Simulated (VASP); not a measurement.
Output of a VASP run:

### OSZICAR
```
       N       E                     dE             d eps       ncg     rms          rms(c)
DAV:   1     0.169274457047E+03    0.16927E+03   -0.12637E+04  1832   0.162E+03
DAV:   2    -0.124918695389E+02   -0.18177E+03   -0.17663E+03  1830   0.321E+02
DAV:   3    -0.214214231363E+02   -0.89296E+01   -0.86490E+01  2066   0.883E+01
DAV:   4    -0.216780475431E+02   -0.25662E+00   -0.25383E+00  1990   0.140E+01
DAV:   5    -0.216871338141E+02   -0.90863E-02   -0.90787E-02  2242   0.276E+00    0.134E+01
DAV:   6    -0.241757501922E+02   -0.24886E+01   -0.34722E+01  1986   0.108E+02    0.170E+01
DAV:   7    -0.202809077840E+02    0.38948E+01   -0.12991E+01  1983   0.757E+01    0.398E+00
DAV:   8    -0.203385260854E+02   -0.57618E-01   -0.15177E+00  2494   0.111E+01    0.269E+00
DAV:   9    -0.202752288988E+02    0.63297E-01   -0.27256E-01  2027   0.899E+00    0.619E-01
DAV:  10    -0.202759228091E+02   -0.69391E-03   -0.83763E-03  1947   0.894E-01    0.469E-01
DAV:  11    -0.202755751900E+02    0.34762E-03   -0.62132E-04  2190   0.223E-01    0.135E-01
DAV:  12    -0.202754147373E+02    0.16045E-03   -0.50662E-04  2604   0.377E-01    0.320E-02
DAV:  13    -0.202754184480E+02   -0.37107E-05   -0.67143E-05  2116   0.708E-02    0.274E-02
DAV:  14    -0.202754175535E+02    0.89449E-06   -0.18055E-06  2557   0.158E-02    0.993E-03
DAV:  15    -0.202754175890E+02   -0.35446E-07   -0.33003E-07  1800   0.435E-03
   1 F= -.22436163E+02 E0= -.22436033E+02  d E =-.224362E+02
```

**OUTCAR**
```
------------------------ aborting loop because EDIFF is reached ----------------------------------------
 Edisp (eV)   -2.16075
  FORCE on cell =-STRESS in cart. coord.  units (eV):
  Direction    XX          YY          ZZ          XY          YZ          ZX
  --------------------------------------------------------------------------------------
  Total      -0.03744    -0.03744    -0.04577     0.00000    -0.00000     0.00000
  in kB      -0.88444    -0.88444    -1.08136     0.00000    -0.00000     0.00000
  external pressure =       -0.95 kB  Pullay stress =        0.00 kB
  volume of cell :       67.82
      direct lattice vectors                 reciprocal lattice vectors
     1.958307731 -3.391888648  0.000000000     0.255322487 -0.147410500  0.000000000
     1.958307731  3.391888648  0.000000000     0.255322487  0.147410500  0.000000000
     0.000000000  0.000000000  5.105165918     0.000000000  0.000000000  0.195880020
 POSITION                                       TOTAL-FORCE (eV/Angst)
 -----------------------------------------------------------------------------------
      0.00000      0.00000      2.55258        -0.000000      0.000000      0.000000
      0.00000      0.00000      0.00000        -0.000000      0.000000      0.000000
      1.95831      1.13063      1.27629         0.000000     -0.000000     -0.000000
      1.95831     -1.13063      3.82887        -0.000000      0.000000     -0.000000
 -----------------------------------------------------------------------------------
    total drift:                                0.000000      0.000000      0.000000
  FREE ENERGIE OF THE ION-ELECTRON SYSTEM (eV)
  ---------------------------------------------------
  free  energy   TOTEN  =       -22.4361633095 eV

  energy  without entropy=      -22.4357730235  energy(sigma->0) =      -22.43603321

 reached required accuracy - stopping structural energy minimisation
```
(Selected blocks of OUTCAR.)

POSCAR:
```
NiSb
1
    1.9583077310    -3.3918886484     0.0000000000
    1.9583077310     3.3918886484     0.0000000000
    0.0000000000     0.0000000000     5.1051659181
Ni Sb
2 2
Direct
  0.0000000000   0.0000000000   0.5000000000
  0.0000000000   0.0000000000   0.0000000000
  0.3333330000   0.6666670000   0.2500000000
  0.6666670000   0.3333330000   0.7500000000
```

Q: Write an INCAR and KPOINTS that could have produced this output.

A: This is not unique; one that fits is the input of the run itself, PBE GGA with D3 dispersion (Becke-Johnson damping), plane waves, VASP's PBE PAW potentials (set 64).

**INCAR**
```
SYSTEM=NiSb
PREC=Accurate; ENCUT=520; LREAL=.FALSE.
LASPH=.TRUE.
EDIFF=1E-7; NELM=100; ALGO=Normal
LMAXMIX=4
ISMEAR=1; SIGMA=0.1
GGA=PE; IVDW=12
IBRION=2; NSW=30; ISIF=4
EDIFFG=-0.01
LWAVE=.FALSE.; LCHARG=.FALSE.
```

### KPOINTS
```
Automatic mesh
0
Gamma
9 9 6
0 0 0
```

POTCAR, in this order: Ni Sb (PBE.64 set). Program: vasp_std.

The compound is NiSb in the NiAs type structure. It was relaxed first. The run is not spin-polarised, so no magnetic state was tried.
